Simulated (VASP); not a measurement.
## FeSe2: single point with LDA+U

Crystal: FeSe2.

```
CELL_PARAMETERS angstrom
0.00000 3.07385 3.07385
3.07385 0.00000 3.07385
3.07385 3.07385 0.00000
ATOMIC_POSITIONS crystal
Fe 0.00000 0.00000 0.00000
Se 0.25000 0.25000 0.25000
Se 0.75000 0.75000 0.75000
```

The cell comes from a database or a generator and needn't be the stable form of this composition.

```json
{
  "Program": "VASP 6.6.1",
  "Task": "single point",
  "Functional": "LDA",
  "Potentials or basis": "VASP PAW LDA potentials, release 64 (Fe, Se)",
  "Cutoff": "520 eV",
  "k mesh": "5 × 5 × 5",
  "Occupations": "gaussian, width 0.05 eV",
  "Spin": "collinear spin, ferromagnetic start",
  "Starting moments": "[3.0, 0.0, 0.0] μB",
  "Fixed moment": "0 μB",
  "Hubbard terms": "Fe d U = 8 eV"
}
```

```json
{
  "Pressure": "-0.5 GPa",
  "Net moment": "0.00 μB per cell",
  "Site moments": "Fe +2.37; Se -0.81 μB",
  "Valence electrons inside the program's atomic spheres": "Fe 7.18; Se 3.76"
}
```

Eigenvalues of the final occupation matrices:
| site | spin | trace | eigenvalues |
| --- | --- | --- | --- |
| site 1 d | 1 | 4.50 | 0.87 0.87 0.87 0.94 0.94 |
| site 1 d | 2 | 2.11 | 0.07 0.07 0.07 0.95 0.95 |

Wall time 15 s on 1 thread of AMD EPYC 9R45 96-Core Processor (Zen 5) (shared host), peak memory 0.14 GiB.

Caveat: the moment is held away from its start; the total moment is fixed, so each spin has its own Fermi level. The state reached can hang on the start; a lower one may exist.
